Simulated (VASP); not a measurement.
Method: PBE GGA + U (Dudarev), VASP's PBE PAW potentials (set 64) (plane waves; VASP).

A VASP calculation is set up with these files.

File KPOINTS:
```
Automatic mesh
0
Gamma
5 5 3
0 0 0
```

### POSCAR
```
VAs
1
    3.2336870000    -2.3631320000     0.0000000000
    3.2336870000     2.3631320000     0.0000000000
   -1.1737100000     0.0000000000     6.9838620000
V As
2 2
Direct
  0.0000000000   0.5000000000   0.0000000000
  0.5000000000   0.0000000000   0.5000000000
  0.5816000000   0.4184000000   0.2500000000
  0.4184000000   0.5816000000   0.7500000000
```

### INCAR
```
SYSTEM=VAs
PREC=Accurate; ENCUT=400; LREAL=.False.
LASPH=.True.
EDIFF=1E-6; NELM=100; ALGO=Normal
LMAXMIX=4
ISMEAR=0; SIGMA=0.05
GGA=PE
MAGMOM=2.0 2.0 0.0 0.0
ISPIN=2
LDAUL=2 -1
LDAUU=4.0 0
LDAUJ=0 0
LDAU=.True.; LDAUTYPE=2; LDAUPRINT=1
ISIF=2
LWAVE=.False.; LCHARG=.False.; LORBIT=10
```

POTCAR, in this order: V_sv As (PBE.64 set). Program: vasp_std.

The run wrote:

File OSZICAR:
```
       N       E                     dE             d eps       ncg     rms          rms(c)
DAV:   1     0.302852371701E+03    0.30285E+03   -0.18342E+04  2864   0.115E+03
DAV:   2    -0.496379078876E+01   -0.30782E+03   -0.30166E+03  2536   0.367E+02
DAV:   3    -0.227041253782E+02   -0.17740E+02   -0.17407E+02  3256   0.807E+01
DAV:   4    -0.232556672445E+02   -0.55154E+00   -0.53894E+00  2800   0.117E+01
DAV:   5    -0.232753110858E+02   -0.19644E-01   -0.19506E-01  2992   0.192E+00    0.187E+01
DAV:   6    -0.247999483171E+02   -0.15246E+01   -0.11577E+02  2992   0.580E+01    0.332E+01
DAV:   7    -0.187348967459E+02    0.60651E+01   -0.39307E+01  3216   0.406E+01    0.513E+00
DAV:   8    -0.192788142628E+02   -0.54392E+00   -0.39069E+00  2936   0.822E+00    0.418E+00
DAV:   9    -0.195994725975E+02   -0.32066E+00   -0.78290E-01  3064   0.373E+00    0.300E+00
DAV:  10    -0.198274482459E+02   -0.22798E+00   -0.28799E-01  3200   0.277E+00    0.245E+00
DAV:  11    -0.200691898410E+02   -0.24174E+00   -0.72608E-01  3344   0.515E+00    0.179E+00
DAV:  12    -0.201567814823E+02   -0.87592E-01   -0.17855E-01  3240   0.225E+00    0.102E+00
DAV:  13    -0.201679432564E+02   -0.11162E-01   -0.72209E-02  3208   0.155E+00    0.449E-01
DAV:  14    -0.201772152738E+02   -0.92720E-02   -0.35276E-02  3000   0.888E-01    0.486E-01
DAV:  15    -0.201830119611E+02   -0.57967E-02   -0.15569E-02  3256   0.522E-01    0.417E-01
DAV:  16    -0.201956117724E+02   -0.12600E-01   -0.82057E-02  2928   0.123E+00    0.332E-01
DAV:  17    -0.202037540480E+02   -0.81423E-02   -0.51076E-02  3136   0.885E-01    0.254E-01
DAV:  18    -0.202081753934E+02   -0.44213E-02   -0.11166E-02  3088   0.432E-01    0.232E-01
DAV:  19    -0.202131179639E+02   -0.49426E-02   -0.28453E-02  2992   0.617E-01    0.208E-01
DAV:  20    -0.202186273388E+02   -0.55094E-02   -0.67928E-02  3056   0.962E-01    0.177E-01
DAV:  21    -0.202233100191E+02   -0.46827E-02   -0.30339E-02  3104   0.609E-01    0.151E-01
DAV:  22    -0.202267760232E+02   -0.34660E-02   -0.27928E-02  2848   0.538E-01    0.141E-01
DAV:  23    -0.202292014197E+02   -0.24254E-02   -0.13262E-02  3000   0.376E-01    0.132E-01
DAV:  24    -0.202313797209E+02   -0.21783E-02   -0.16095E-02  2864   0.416E-01    0.127E-01
DAV:  25    -0.202338351969E+02   -0.24555E-02   -0.11000E-01  2848   0.116E+00    0.151E-01
DAV:  26    -0.202384398130E+02   -0.46046E-02   -0.42390E-02  3088   0.713E-01    0.134E-01
DAV:  27    -0.202414919715E+02   -0.30522E-02   -0.47691E-02  2864   0.735E-01    0.133E-01
DAV:  28    -0.202415103214E+02   -0.18350E-04   -0.12812E-02  3144   0.621E-01    0.125E-01
DAV:  29    -0.202440508601E+02   -0.25405E-02   -0.37742E-02  2952   0.748E-01    0.114E-01
DAV:  30    -0.202453550576E+02   -0.13042E-02   -0.50312E-03  3112   0.298E-01    0.110E-01
DAV:  31    -0.202465559661E+02   -0.12009E-02   -0.10444E-02  2936   0.354E-01    0.111E-01
DAV:  32    -0.202468928181E+02   -0.33685E-03   -0.23827E-04  2440   0.128E-01    0.107E-01
DAV:  33    -0.202466188176E+02    0.27400E-03   -0.30236E-04  2896   0.109E-01    0.114E-01
DAV:  34    -0.202462489763E+02    0.36984E-03   -0.41937E-04  2928   0.866E-02    0.121E-01
DAV:  35    -0.202461292630E+02    0.11971E-03   -0.42937E-03  2864   0.308E-01    0.121E-01
DAV:  36    -0.202448889988E+02    0.12403E-02   -0.79044E-03  2936   0.324E-01    0.140E-01
DAV:  37    -0.202461896238E+02   -0.13006E-02   -0.10357E-02  3024   0.406E-01    0.122E-01
DAV:  38    -0.202460751253E+02    0.11450E-03   -0.43798E-01  2936   0.240E+00    0.200E-01
DAV:  39    -0.202537042679E+02   -0.76291E-02   -0.21670E-02  2752   0.947E-01    0.836E-02
DAV:  40    -0.202550378091E+02   -0.13335E-02   -0.38346E-02  3056   0.758E-01    0.983E-02
DAV:  41    -0.202556747315E+02   -0.63692E-03   -0.11836E-03  2880   0.221E-01    0.909E-02
DAV:  42    -0.202564460713E+02   -0.77134E-03   -0.77460E-03  2968   0.327E-01    0.924E-02
DAV:  43    -0.202548234960E+02    0.16226E-02   -0.61399E-03  3120   0.436E-01    0.145E-01
DAV:  44    -0.202545766848E+02    0.24681E-03   -0.16574E-03  3080   0.165E-01    0.144E-01
DAV:  45    -0.202533423616E+02    0.12343E-02   -0.56925E-03  2952   0.271E-01    0.152E-01
DAV:  46    -0.202515321462E+02    0.18102E-02   -0.17737E-02  2944   0.470E-01    0.148E-01
DAV:  47    -0.202368591416E+02    0.14673E-01   -0.24929E-01  2928   0.187E+00    0.200E-01
DAV:  48    -0.202507056462E+02   -0.13847E-01   -0.27544E-01  3056   0.225E+00    0.203E-01
DAV:  49    -0.202528515994E+02   -0.21460E-02   -0.45277E-03  2672   0.392E-01    0.133E-01
DAV:  50    -0.202534420961E+02   -0.59050E-03   -0.14709E-01  3024   0.153E+00    0.120E-01
DAV:  51    -0.202554776865E+02   -0.20356E-02   -0.49978E-02  3168   0.822E-01    0.127E-01
DAV:  52    -0.202577034431E+02   -0.22258E-02   -0.72980E-03  3072   0.540E-01    0.983E-02
DAV:  53    -0.202575529778E+02    0.15047E-03   -0.98571E-03  3016   0.393E-01    0.114E-01
DAV:  54    -0.202576877269E+02   -0.13475E-03   -0.17962E-02  2984   0.500E-01    0.110E-01
DAV:  55    -0.202585422633E+02   -0.85454E-03   -0.57817E-04  2632   0.183E-01    0.985E-02
DAV:  56    -0.202584708797E+02    0.71384E-04   -0.90855E-03  2992   0.351E-01    0.827E-02
DAV:  57    -0.202588895401E+02   -0.41866E-03   -0.23985E-03  3080   0.267E-01    0.717E-02
DAV:  58    -0.202588815173E+02    0.80227E-05   -0.54988E-03  3016   0.289E-01    0.474E-02
DAV:  59    -0.202591012588E+02   -0.21974E-03   -0.15557E-03  2952   0.224E-01    0.221E-02
DAV:  60    -0.202591096231E+02   -0.83644E-05   -0.10011E-04  2992   0.494E-02    0.145E-02
DAV:  61    -0.202591173162E+02   -0.76930E-05   -0.29659E-04  3072   0.792E-02    0.122E-02
DAV:  62    -0.202591174863E+02   -0.17013E-06   -0.12108E-04  2992   0.437E-02    0.117E-02
DAV:  63    -0.202591203339E+02   -0.28476E-05   -0.11247E-04  2816   0.385E-02    0.101E-02
DAV:  64    -0.202591302154E+02   -0.98815E-05   -0.14439E-05  2488   0.282E-02    0.513E-03
DAV:  65    -0.202591312919E+02   -0.10765E-05   -0.43996E-06  2432   0.117E-02    0.214E-03
DAV:  66    -0.202591314776E+02   -0.18571E-06   -0.67923E-07  1456   0.478E-03
   1 F= -.20259131E+02 E0= -.20257853E+02  d E =-.255703E-02  mag=     5.3426
```

**OUTCAR**
```
------------------------ aborting loop because EDIFF is reached ----------------------------------------
  FORCE on cell =-STRESS in cart. coord.  units (eV):
  Direction    XX          YY          ZZ          XY          YZ          ZX
  --------------------------------------------------------------------------------------
  Total       -4.0825292     -4.0168220     -3.2247332      0.0000000      0.0000000      0.3794681
  in kB      -61.2813427    -60.2950371    -48.4052833      0.0000000      0.0000000      5.6960554
  external PRESSURE =     -56.6605544 kB  Pullay stress =       0.0000000 kB
  volume of cell :      106.74
      direct lattice vectors                 reciprocal lattice vectors
     3.233687000 -2.363132000  0.000000000     0.154622262 -0.211583610  0.025985865
     3.233687000  2.363132000  0.000000000     0.154622262  0.211583610  0.025985865
    -1.173710000  0.000000000  6.983862000     0.000000000  0.000000000  0.143187251
 POSITION                                       TOTAL-FORCE (eV/Angst)
 -----------------------------------------------------------------------------------
      1.61684      1.18157      0.00000         0.000000      0.000000      0.000000
      1.02999     -1.18157      3.49193         0.000000      0.000000      0.000000
      2.94026     -0.38566      1.74597        -0.000000     -0.286278      0.000000
      2.35340      0.38566      5.23790        -0.000000      0.286278     -0.000000
 -----------------------------------------------------------------------------------
    total drift:                                0.000000      0.000000      0.000000
  FREE ENERGIE OF THE ION-ELECTRON SYSTEM (eV)
  ---------------------------------------------------
  free  energy   TOTEN  =       -20.2591314776 eV

  energy  without entropy=      -20.2565744519  energy(sigma->0) =      -20.25785296

 total charge

# of ion       s       p       d       tot
------------------------------------------
    1        2.203   6.069   2.984  11.256
    2        2.203   6.069   2.984  11.256
    3        1.240   1.479   0.017   2.736
    4        1.240   1.479   0.017   2.736
--------------------------------------------------
tot          6.885  15.095   6.003  27.983

 magnetization (x)

# of ion       s       p       d       tot
------------------------------------------
    1        0.044   0.010   2.590   2.643
    2        0.044   0.010   2.590   2.643
    3       -0.010  -0.158   0.008  -0.160
    4       -0.010  -0.158   0.008  -0.160
--------------------------------------------------
tot          0.066  -0.295   5.195   4.966
```
(Selected blocks of OUTCAR.)

The structure was generated: VAs was put into the tenorite type (C2/c), which need not be its known phase. The cell was not relaxed at this level. The k-mesh is coarse (spacing up to 0.33 per Å, 2π included), so the numbers may not be converged in it. The run is one of a series of settings (LDAU = .TRUE., LDAUJ = 0 0, LDAUL = 2 -1, LDAUTYPE = 2, LDAUU = 4.0 0 against the base run), some of them coarse on purpose.
